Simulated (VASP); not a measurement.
Consider the following.

```
CELL_PARAMETERS angstrom
      1.79203    -3.01552     0.00000
      1.79203     3.01552     0.00000
      0.00000     0.00000     5.73395
ATOMIC_POSITIONS crystal
  Ho 0.33333 0.66667 0.25000
  Ho 0.68283 0.34950 0.75000
```

These are PBE GGA, VASP's PBE PAW potentials (set 64) (plane waves; VASP 6.6.1) values and carry that method's errors. Numerical set-up: 400 eV cut-off, 11×11×6 Γ-centred mesh, tetrahedra, potentials Ho_3.

The 4f electrons are frozen in the core of the lanthanide potential, so 4f levels, which can set the real gap, and their magnetism are missing.

Task: Estimate the energy per atom (σ→0), largest force, band gap (on the k-mesh) with the smallest direct gap where there is one.

Result: 
```json
{
 "band gap (on the k-mesh)": "none (metal, semimetal or under 0.01 eV)",
 "energy per atom (σ→0)": "-4483 meV/atom",
 "largest_force": "0.061 eV/Å"
}
```

Total energies compare only between runs with the same potentials, cut-off and functional.

The compound is Ho in the hcp structure. The cell was not relaxed at this level, atoms are displaced from their ideal sites. The run is one of a series of settings (ISMEAR = -4, SIGMA removed against the base run), some of them coarse on purpose.
